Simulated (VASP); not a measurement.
Consider the following.

```xyz
2
Lattice="0.0000 2.9384 2.9384 2.9384 0.0000 2.9384 2.9384 2.9384 0.0000" Properties=species:S:1:pos:R:3 pbc="T T T"
Cd     0.0000     0.0000     0.0000
S      1.4692     1.4692     1.4692
```

Calculation: PBE GGA, VASP's PBE PAW potentials (set 64) (plane waves; VASP 6.6.1). Numerical set-up: 520 eV cut-off, 8×8×8 Γ-centred mesh, Gaussian smearing of 0.050 eV, potentials Cd S.

**Question.** What does the run give for the energy per atom (σ→0), pressure, band gap (on the k-mesh) with the smallest direct gap where there is one?

**Answer.** 
| Property | Value |
|---|---|
| band gap (on the k-mesh) | 1.10 eV |
| smallest direct gap (on the k-mesh) | 1.10 eV |
| energy per atom (σ→0) | -3.069 eV/atom |
| pressure | 1.76 GPa |

Only differences to runs with the same potentials and settings are physical.

The compound is CdS in the zinc blende structure, a metastable form; wurtzite is the usual one. This cell is one point of a volume scan, at 0.97 of the reference volume.
